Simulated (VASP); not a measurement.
An input for Quantum ESPRESSO's pw.x (written as the equivalent of a VASP run, and not itself run):

```
&CONTROL
  calculation = 'vc-relax'
  pseudo_dir = './pseudo'
  outdir = './out'
  tprnfor = .true.
  tstress = .true.
  nstep = 60
  forc_conv_thr = 0.00039
/
&SYSTEM
  ibrav = 0
  nat = 2
  ntyp = 2
  ecutwfc = 86
  occupations = 'smearing'
  smearing = 'methfessel-paxton'
  degauss = 0.00735
  input_dft = 'pz'
/
&ELECTRONS
  conv_thr = 7.3e-08
  electron_maxstep = 100
/
&IONS
/
&CELL
/
ATOMIC_SPECIES
  Pb 207.200 Pb.upf
  Se 78.971 Se.upf
CELL_PARAMETERS angstrom
     3.7843200    0.0000000    0.0000000
     0.0000000    3.7843200    0.0000000
     0.0000000    0.0000000    3.7843200
ATOMIC_POSITIONS crystal
  Pb   0.0000000  0.0000000  0.0000000
  Se   0.5000000  0.5000000  0.5000000
K_POINTS automatic
  9 9 9 0 0 0
```

Question: Write the VASP files for the same calculation (LDA).

Answer: This is not unique; one that fits is 
File KPOINTS:
```
Automatic mesh
0
Gamma
9 9 9
0 0 0
```

**POSCAR**
```
PbSe
1.0
  3.7843200000   0.0000000000   0.0000000000
  0.0000000000   3.7843200000   0.0000000000
  0.0000000000   0.0000000000   3.7843200000
Pb Se
1 1
Direct
  0.0000000000   0.0000000000   0.0000000000
  0.5000000000   0.5000000000   0.5000000000
```

### INCAR
```
! general
SYSTEM   =  PbSe
PREC     =  Accurate
ENCUT    =  400
LREAL    =  .FALSE.
LASPH    =  .TRUE.

! electronic loop
EDIFF    =  1E-6
NELM     =  100
ALGO     =  Normal
LMAXMIX  =  4

! smearing
ISMEAR   =  1
SIGMA    =  0.1

! ions
IBRION   =  2
NSW      =  60
ISIF     =  3
EDIFFG   =  -0.01

! output
LWAVE    =  .FALSE.
LCHARG   =  .FALSE.
```

POTCAR, in this order: Pb_d Se (LDA.64 set). Program: vasp_std.

Limits of the translation: the potentials are each code's own (VASP's PAW set, PseudoDojo norm-conserving files in pw.x), so ENCUT and ecutwfc are chosen apart and not converted; conv_thr bounds pw.x's estimated SCF error, while EDIFF bounds the energy change between steps; forc_conv_thr acts on force components and is met together with etot_conv_thr.

The structure comes from a computed database's PbSe entry (Pm-3m); how it stands against other phases isn't given here. This run relaxes it. Symmetry was kept, so distortions that lower it aren't found.
